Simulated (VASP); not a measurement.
Computed with vdW-DF2, VASP's PBE PAW potentials (set 64) (plane waves; VASP 6.6.1).

The input files of a VASP run:

File POSCAR:
```
GaN
4.6917890
  0.0000000000   0.4999999529   0.4999999529
  0.4999999529   0.0000000000   0.4999999529
  0.4999999529   0.4999999529   0.0000000000
Ga N
1 1
Cart
  0.0000000000   0.0000000000   0.0000000000
  0.2499999765   0.2499999765   0.2499999765
```

### INCAR
```
AGGAC  =  0.0
ALGO  =  Normal
EDIFF  =  1E-7
ENCUT  =  520
GGA  =  ML
ISIF  =  2
ISMEAR  =  0
LASPH  =  .TRUE.
LCHARG  =  .FALSE.
LMAXMIX  =  4
LREAL  =  .FALSE.
LUSE_VDW  =  .TRUE.
LWAVE  =  .FALSE.
NELM  =  100
PREC  =  Accurate
SIGMA  =  0.05
SYSTEM  =  GaN
ZAB_VDW  =  -1.8867
```

### KPOINTS
```
Automatic mesh
0
Gamma
10 10 10
0 0 0
```

POTCAR, in this order: Ga_d N (PBE.64 set). Program: vasp_std.

Q: Predict the energy per atom (σ→0), pressure, band gap (on the k-mesh).

A: 
```
Property                          Result
------------------------  --------------
energy per atom (σ→0)     -3.333 eV/atom
band gap (on the k-mesh)         0.90 eV
pressure                       -4.15 GPa
```

OSZICAR:
```
...
DAV:   9    -0.666577863177E+01    0.12167E-01   -0.33605E-02  1712   0.427E+00    0.420E-01
DAV:  10    -0.666640363769E+01   -0.62501E-03   -0.29745E-03  1222   0.622E-01    0.901E-02
DAV:  11    -0.666626666296E+01    0.13697E-03   -0.61322E-04  1862   0.627E-01    0.290E-02
DAV:  12    -0.666626981710E+01   -0.31541E-05   -0.52677E-05  1222   0.836E-02    0.793E-03
DAV:  13    -0.666627162425E+01   -0.18072E-05   -0.86375E-06  1284   0.305E-02    0.251E-02
DAV:  14    -0.666627087409E+01    0.75016E-06   -0.14671E-06  1337   0.131E-02    0.660E-03
DAV:  15    -0.666627090847E+01   -0.34380E-07   -0.21325E-07  1207   0.385E-03
   1 F= -.66662709E+01 E0= -.66662709E+01  d E =-.371154E-15
```

The compound is GaN in the zinc blende structure, a metastable form; wurtzite is the usual one. This cell is one point of a volume scan, at 1.03 of the reference volume.
